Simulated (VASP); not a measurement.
# Pt: elastic constants with LDA

Pt:

```
CELL_PARAMETERS angstrom
0.00000 1.94868 1.94868
1.94868 0.00000 1.94868
1.94868 1.94868 0.00000
ATOMIC_POSITIONS crystal
Pt 0.00000 0.00000 0.00000
```

The cell was built by a generator and needn't be a form met in nature.

* Program: VASP 6.6.1
* Task: elastic constants
* Functional: LDA
* Potentials or basis: VASP PAW LDA potentials, release 64 (Pt)
* Cutoff: 600 eV
* k mesh: 20 × 20 × 20
* Occupations: methfessel-paxton, width 0.15 eV
* Spin: no spin polarisation
* Ions in elastic constants: relaxed
* Further INCAR settings: ALGO = Fast; EDIFF = 1e-08; IBRION = 6; POTIM = 0.015; NSW = 1; ISIF = 3

```json
{
 "Elastic constants C11, C12, C44": "380, 271, 82 GPa",
 "Voigt bulk modulus": "308 GPa"
}
```

Elastic tensor in Voigt notation (GPa, in the Cartesian axes of the cell as first typed):
```
380 271 271   0   0   0
271 380 271   0   0   0
271 271 380   0   0   0
  0   0   0  82   0   0
  0   0   0   0  82   0
  0   0   0   0   0  82
```

Clamped-ion elastic tensor (GPa):
```
380 271 271   0   0   0
271 380 271   0   0   0
271 271 380   0   0   0
  0   0   0  82   0   0
  0   0   0   0  82   0
  0   0   0   0   0  82
```

It took 31 min on 1 thread of Intel(R) Xeon(R) Platinum 8488C (Sapphire Rapids), on a shared host, peak memory 0.76 GiB.

The run has no spin-orbit coupling, so splittings on Pt are missing.
